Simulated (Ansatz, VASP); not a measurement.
# Cross-check of Al2SeS (Al2SSe 3 layers, AB) between VASP and Ansatz

One calculation is typed for both programs; each brings its own data sets. How far apart do they land? The structure shown is the start of the Ansatz relaxation below; VASP solves that cell, so the two are compared at the walk's first step.

Calculated with Ansatz 0.2.0; plane waves, with VASP 6.6.1 beside it; single point at PBE with D3(BJ).

## Step 1: The structure

The cell holds 12 atoms: 3 Se, 6 Al and 3 S. Cell: a = 3.689 Å, b = 3.689 Å, c = 69.953 Å, α = 90.0°, β = 90.0°, γ = 120.0°. Vacuum lies along c.

## Step 2: Ansatz: relaxation, PBE with D3(BJ)

Ansatz runs on its default PAW (the set named soft_2) files.

The two programs are compared at the cell with which this relaxation starts, whose forces are those of its first step.

input.yaml reads:

```yaml
crystal:
  lattice:
    - [3.6894, 0.0, 0.0]
    - [-1.8447, 3.1951141247, 0.0]
    - [0.0, 0.0, 69.9526250627]
  atoms:
    - { symbol: Se, position: [0.3333333333, 0.6666666667, 0.360958577] }
    - { symbol: Al, position: [0.0, 0.0, 0.3779717472] }
    - { symbol: Al, position: [0.0, 0.0, 0.412566589] }
    - { symbol: S, position: [0.3333333333, 0.6666666667, 0.4245855677] }
    - { symbol: Se, position: [0.6666666667, 0.3333333333, 0.4681865047] }
    - { symbol: Al, position: [0.3333333333, 0.6666666667, 0.4851996748] }
    - { symbol: Al, position: [0.3333333333, 0.6666666667, 0.5197945167] }
    - { symbol: S, position: [0.6666666667, 0.3333333333, 0.5318134953] }
    - { symbol: Se, position: [0.3333333333, 0.6666666667, 0.5754144323] }
    - { symbol: Al, position: [0.0, 0.0, 0.5924276024] }
    - { symbol: Al, position: [0.0, 0.0, 0.6270224443] }
    - { symbol: S, position: [0.3333333333, 0.6666666667, 0.639041423] }
  periodic: [true, true, false]
kpoints:
  mp_grid: { grid: [12, 12, 1] }
hamiltonian:
  xc: pbe
  dispersion: d3bj
scf:
  occupations: { method: fermi_dirac, width: 0.05 }
  convergence: { dr2_threshold: 1.0e-09 }
relax:
  f_tol: 0.004
  max_steps: 90
  cell: {}
output:
  write_potential: true
  write_density: true
  volumetric_format: npy
```

Command:

```sh
$ ansatz run input.yaml --threads 4 --pin off --max-ram 12288MiB --backend cpu --events-out ev --progress --plain --runs-dir out
```

Numbers of over 12 decimals in the logs are rounded to 6 here.

The program printed:

```text
Warning: relax.cell: scf.convergence.dr2_threshold = 1e-9 eV is looser than the 1.38335367603e-10 eV advised for a relaxation that steers and ends on the stress (1e-10 eV for each atom of the cell: 12, times the square of relax.cell.stress_2d_tol = 0.05 N/m over 29.5 Å (the atoms' height at the walk's start and 5 Å past either face), 1.698e-2 GPa, over a crystal's default 0.05). What an SCF threshold leaves in a stress goes as its square root, and in the free energy as the threshold itself, and one threshold admits the most on a small cell: [figures from the program's tests cut] Set scf.convergence.dr2_threshold to 1.38335367603e-10 eV or tighter. [rest of the remark cut]
Engine: ansatz 0.2.0, aarch64-unknown-linux-gnu
Pseudopotentials: kind: paw
Pseudopotential: Se, paw, valence charge 16, recommended cutoff 420 eV (normal), Se.paw.azcp
Pseudopotential: Al, paw, valence charge 3, recommended cutoff 420 eV (normal), Al.paw.azcp
Pseudopotential: S, paw, valence charge 6, recommended cutoff 420 eV (normal), S.paw.azcp
Functional definition: PBE
  parameter kappa = 0.804
  parameter beta = 0.066725
  exchange = pbe_x(kappa = kappa, mu = beta*pi^2/3)
  correlation = pbe_c(beta = beta)
Crystal: 12 atoms, lattice volume = 824.605 Å³
Basis set: ecut = 420 eV, 16121 PW (Γ), exchange–correlation on 50×50×960 points (8 copies of the dense FFT grid, shifted against one another)
Bands: 54, of which v1, the nominal top of the filled ones, is band 42 counted from 1 (41 counted from 0)
Symmetry: 6 space group operations
Space group: P3m1 (ITA 156), of the structure as read, at distance tolerance 9.4e-5 Å
k-points: 19 of 144 (time reversal used)
Non-local potential: Se, projectors of the file, l = 0: 2, l = 1: 2, l = 2: 3, l = 3: 1
Non-local potential: Al, projectors of the file, l = 0: 2, l = 1: 2, l = 2: 1
Non-local potential: S, projectors of the file, l = 0: 2, l = 1: 2, l = 2: 2
PAW form: soft (Blöchl's): semilocal exchange-correlation on the pseudo side does not see the compensation charge
PAW one-centre angular grid: Se, 590 points (default); XC on 64 Gauss nodes
PAW one-centre angular grid: Al, 110 points (default); XC on 64 Gauss nodes
PAW one-centre angular grid: S, 110 points (default); XC on 64 Gauss nodes
Initial density: superposition of atomic densities (neutral atoms: chi_scale 0, normalization atom), corrected by the library's trained network
Initial wavefunctions: pseudopotential atomic-orbital guess
Functional: x = pbe(κ = 0.804, μ = 0.219515), c = pbe(β = 0.066725)
SCF iter   1: F=—  HF=-22350.263743 eV  |F-HF|=—  |Δ(HF+E_count)|=         —  Δρ=1.49e-3  dr2=8.12e-2  ethr=1.77e-3  ⟨swp⟩=12.4  Hψ=6224  notcnv=0  defer=20
preconditioner: auto → Resta (q_TF=auto, 1.865 Å⁻¹)  ε∞=2.1  [insulator: Δε(μ)=0.875 eV  Ē_g=9.264 eV  σ=0.050 eV  W_gap=1.00  n_scr=40 (ndim 8)  ℏωp=9.5 eV  f_vac=0.667  D(μ)=0.00/eV (n_scr^D=0)  ε∞_Penn≈2.1  vacuum switching on, ρ_ref=6.2e-3 e/Å³]
SCF iter   2: F=—  HF=-22350.241904 eV  |F-HF|=—  |Δ(HF+E_count)|=   2.18e-2  Δρ=6.56e-4  dr2=6.61e-3  ethr=9.67e-5  ⟨swp⟩=3.8  Hψ=2194  notcnv=0  defer=100
SCF iter   3: F=—  HF=-22350.241847 eV  |F-HF|=—  |Δ(HF+E_count)|=   5.70e-5  Δρ=3.23e-4  dr2=1.30e-3  ethr=7.86e-6  ⟨swp⟩=2.6  Hψ=1461  notcnv=0  defer=100
SCF iter   4: F=—  HF=-22350.242728 eV  |F-HF|=—  |Δ(HF+E_count)|=   8.81e-4  Δρ=1.84e-4  dr2=2.33e-3  ethr=1.55e-6  ⟨swp⟩=3.3  Hψ=1991  notcnv=0  defer=100
SCF iter   5: F=—  HF=-22350.242583 eV  |F-HF|=—  |Δ(HF+E_count)|=   1.45e-4  Δρ=6.87e-5  dr2=4.64e-5  ethr=1.55e-6  ⟨swp⟩=2.1  Hψ=1385  notcnv=0  defer=97
SCF iter   6: F=—  HF=-22350.242569 eV  |F-HF|=—  |Δ(HF+E_count)|=   1.35e-5  Δρ=2.89e-5  dr2=2.98e-5  ethr=5.52e-8  ⟨swp⟩=2.9  Hψ=1919  notcnv=0  defer=97
SCF iter   7: F=—  HF=-22350.242569 eV  |F-HF|=—  |Δ(HF+E_count)|=   6.52e-7  Δρ=1.07e-5  dr2=1.70e-6  ethr=3.54e-8  ⟨swp⟩=2.5  Hψ=1260  notcnv=0  defer=97
SCF iter   8: F=—  HF=-22350.242620 eV  |F-HF|=—  |Δ(HF+E_count)|=   5.17e-5  Δρ=5.12e-6  dr2=2.11e-7  ethr=2.03e-9  ⟨swp⟩=2.9  Hψ=1811  notcnv=0  defer=97
SCF iter   9: F=—  HF=-22350.242621 eV  |F-HF|=—  |Δ(HF+E_count)|=   4.62e-7  Δρ=1.51e-6  dr2=3.81e-8  ethr=2.51e-10  ⟨swp⟩=2.9  Hψ=1937  notcnv=0  defer=97
SCF iter  10: F=—  HF=-22350.242621 eV  |F-HF|=—  |Δ(HF+E_count)|=   2.58e-8  Δρ=6.59e-7  dr2=7.30e-9  ethr=4.53e-11  ⟨swp⟩=2.8  Hψ=2007  notcnv=0  defer=97
[...]
SCF iter   4: F=—  HF=-22350.827049 eV  |F-HF|=—  |Δ(HF+E_count)|=   2.85e-7  Δρ=1.45e-6  dr2=1.92e-8  ethr=3.95e-9  ⟨swp⟩=2.1  Hψ=1305  notcnv=0
SCF iter   5: F=—  HF=-22350.827049 eV  |F-HF|=—  |Δ(HF+E_count)|=   3.09e-8  Δρ=9.94e-7  dr2=1.54e-8  ethr=2.29e-11  ⟨swp⟩=3.0  Hψ=2101  notcnv=0
SCF iter   6: F=—  HF=-22350.827049 eV  |F-HF|=—  |Δ(HF+E_count)|=  3.46e-10  Δρ=4.22e-7  dr2=3.00e-9  ethr=1.83e-11  ⟨swp⟩=2.2  Hψ=1342  notcnv=0
SCF iter   7: F=-22350.827049 eV  HF=-22350.827049 eV  |F-HF|=7.64e-10  |Δ(HF+E_count)|=   1.27e-9  Δρ=1.33e-7  dr2=6.17e-10  ethr=1.19e-12  ⟨swp⟩=10.7  Hψ=6701  notcnv=0
SCF 8 converged in 7 iterations: F = -22350.827049 eV  dr2 = 6.17e-10
relax step   8: F+E_penalty+E_count = -22350.82704925 eV  Δ(F+E_penalty+E_count) = -3.023e-6 eV  max|allowed force component| = 1.034e-3 eV/Å  Δτ_max = 0.0015 Å  P = -0.007 N/m  Ω = 802.044 Å³  energy of the carried Pulay correction = +1.079e-3 eV  fix = [c, alpha, beta]  reactions: c -0.000 N/m  (7 SCF iters, accepted)
Initial wavefunctions: pseudopotential atomic-orbital guess (no wavefunctions were taken with the density)
iter 1 solved again at ethr=2.49e-7 eV; its pass at ethr=3.10e-3 eV (dr2=2.09e-4 eV) is discarded
SCF iter   1: F=—  HF=-22350.826151 eV  |F-HF|=—  |Δ(HF+E_count)|=         —  Δρ=8.11e-6  dr2=9.22e-8  ethr=2.49e-7  ⟨swp⟩=5.9  Hψ=10333  notcnv=0
eigensolver tolerance schedule: the retry pair's looser diagonalisation over-reported the residual by 2271.29 of it (diagonalisation noise at 0.22 of the residual, at the tolerance the schedule requests for it); recorded, not acted on — ethr = c·dr2/N_el stays at c = 1.0e-1
SCF iter   2: F=—  HF=-22350.826153 eV  |F-HF|=—  |Δ(HF+E_count)|=   1.88e-6  Δρ=4.19e-6  dr2=3.97e-8  ethr=1.10e-10  ⟨swp⟩=4.7  Hψ=3122  notcnv=0
SCF iter   3: F=—  HF=-22350.826153 eV  |F-HF|=—  |Δ(HF+E_count)|=   2.08e-7  Δρ=1.78e-6  dr2=1.12e-8  ethr=4.73e-11  ⟨swp⟩=2.2  Hψ=1534  notcnv=0
SCF iter   4: F=—  HF=-22350.826153 eV  |F-HF|=—  |Δ(HF+E_count)|=   3.91e-8  Δρ=5.01e-7  dr2=1.74e-9  ethr=1.34e-11  ⟨swp⟩=2.9  Hψ=1767  notcnv=0
SCF iter   5: F=-22350.826153 eV  HF=-22350.826153 eV  |F-HF|=4.07e-10  |Δ(HF+E_count)|=   2.79e-9  Δρ=1.49e-7  dr2=6.45e-10  ethr=1.19e-12  ⟨swp⟩=16.6  Hψ=7552  notcnv=0
SCF 9 converged in 5 iterations: F = -22350.826153 eV  dr2 = 6.45e-10
relax step   9: F+E_penalty+E_count = -22350.82615304 eV  Δ(F+E_penalty+E_count) = +8.962e-4 eV  max|allowed force component| = 1.009e-3 eV/Å  Δτ_max = 0.0000 Å  P = -0.023 N/m  Ω = 802.044 Å³  fix = [c, alpha, beta]  reactions: c -0.000 N/m  stress off target by 2.31e-2 N/m on what of the cell is left free  SCF on the basis re-selected at this cell (its energy is not comparable with the rows above)  (5 SCF iters)
basis re-selected at this cell: Δ(F+E_penalty+E_count) = +8.962e-4 eV, ΔP = -0.016 N/m vs the last step (what re-selecting the basis moved, of the pressure what is left beyond the Pulay correction that the steps carried, after the strain that the cell walked since its last selection, with what the two solves' SCF thresholds leave and, on support functions, any second-order correction that the steps lacked; it is no m [...]
SCF converged after 5 iterations
Free energy (F): -22350.826153 eV
Harris-Foulkes:  -22350.826153 eV  (|F-HF|=4.07e-10)
Internal energy: -22350.826153 eV  (E = F + TS)
E sigma→0 (E₀):  -22350.826153 eV
Entropy (-TS):   -0.000000 eV (-0.000 meV/atom)
Fermi energy:    -4.863812 eV
--- Per-component energies (eV) ---
  E_band       = -2165.212455
  E_kinetic    = 814.890671
  E_local      = -542702.726816  (includes V_loc(G=0)·N_el)
  E_nonlocal   = -1640.489245
  E_hartree    = 270735.706122
  E_xc         = -842.508368
  E_vxc        = -730.500195  (∫ρ·V_xc dr)
  E_paw        = -10337.995064  (= ΣΔE_a)
  E_vpaw       = 622.192241  (= ΣTr[D̂ρ^β])
  E_aug_tail   = -0.001766  (compensation charges beyond the density's cutoff)
  E_ewald      = 261625.357111
  E_disp       = -3.058797  (pairwise vdW)
  E_smearing   = -0.000000  (= −TS)
  E_closure    = 0.000000  (closes the sum)
  Σ components = -22350.826153   (vs F -22350.826153, Δ=0.00e0)
--- Forces (eV/Å), atoms counted from 1 ---
  atom   1  Se     0.00000000     0.00000000     0.00072479
  atom   2  Al     0.00000000    -0.00000000    -0.00100959
  atom   3  Al    -0.00000000    -0.00000000     0.00066807
  atom   4  S      0.00000000     0.00000000    -0.00047240
  atom   5  Se     0.00000000     0.00000000     0.00037052
  atom   6  Al     0.00000000    -0.00000000     0.00022388
  atom   7  Al     0.00000000    -0.00000000     0.00035182
  atom   8  S      0.00000000     0.00000000    -0.00092329
  atom   9  Se     0.00000000     0.00000000     0.00052967
  atom  10  Al     0.00000000    -0.00000000    -0.00085440
  atom  11  Al     0.00000000    -0.00000000     0.00049826
  atom  12  S      0.00000000     0.00000000    -0.00011321
  max |Σ_I F_I| component: 5.87e-6 eV/Å
--- 2D stress c σ (N/m, compression-positive) ---
       -0.023078      -0.000000       0.000000
        0.000000      -0.023078      -0.000000
        0.000000      -0.000000      -0.000000
  P = ½ c Tr σ = -0.0231 N/m
--- Band table (eV; the first three rows and the last of 19) ---
  k-point 0: bands = [... 38 lower, -6.2256, -6.2256, -6.1825, -5.6822, -2.9602, -2.7510, -2.5311, -1.9596, ... 8 higher]
  k-point 1: bands = [... 38 lower, -6.3906, -6.3371, -6.0787, -5.6613, -2.5714, -2.3934, -2.1868, -1.5747, ... 8 higher]
  k-point 2: bands = [... 38 lower, -6.6127, -6.3180, -6.0069, -5.6904, -2.2202, -2.0946, -2.0359, -1.8198, ... 8 higher]
  k-point 18: bands = [... 38 lower, -7.5550, -6.9076, -6.7869, -6.7769, -3.9954, -3.9644, -3.8718, -1.8832, ... 8 higher]
  the weakly bound empty levels are not read free of the cell's end (no_gap_told)
--- Relaxed structure (8 steps of the walk, 8 accepted, 1 SCFs on fresh bases) ---
  F+E_penalty+E_count = -22350.82615304 eV   max|allowed force component| = 1.009e-3 eV/Å   (the final SCF, on the basis selected at the relaxed cell)
  cell:  # Å, volume = 802.0444 Å³
    - [3.638580, -3.761464128809227e-18, 0]
    - [-1.819290, 3.151102, 0]
    - [0, 0, 69.9526250627]
  atoms:
    - { symbol: Se, position: [0.333333, 0.666667, 0.351704] }
    - { symbol: Al, position: [-1.2335811382928863e-17, -3.0839528462168923e-17, 0.369124] }
    - { symbol: Al, position: [-1.2335811382928862e-17, -3.0839528462168923e-17, 0.405847] }
    - { symbol: S, position: [0.333333, 0.666667, 0.420531] }
    - { symbol: Se, position: [0.666667, 0.333333, 0.466166] }
    - { symbol: Al, position: [0.333333, 0.666667, 0.483548] }
    - { symbol: Al, position: [0.333333, 0.666667, 0.520253] }
    - { symbol: S, position: [0.666667, 0.333333, 0.534923] }
    - { symbol: Se, position: [0.333333, 0.666667, 0.580638] }
    - { symbol: Al, position: [-1.2335811382928865e-17, -3.0839528462168923e-17, 0.598016] }
    - { symbol: Al, position: [-1.2335811382928865e-17, -3.0839528462168923e-17, 0.634750] }
    - { symbol: S, position: [0.333333, 0.666667, 0.649483] }
```

(Part 1 of 2 ends here.)

[Lines on the potential files, build, host, timing and source positions are cut from VASP's logs without a mark.]

[Logs are printed without paths, hosts, clocks, repeated set-up lines and the standing remarks that a program may print on its own settings, such as how far it seeks lower states.]

[Hosts, paths, dates, database ids (printed as entryN), source tags and the programs' standing remarks are cut or masked in the printed files.]
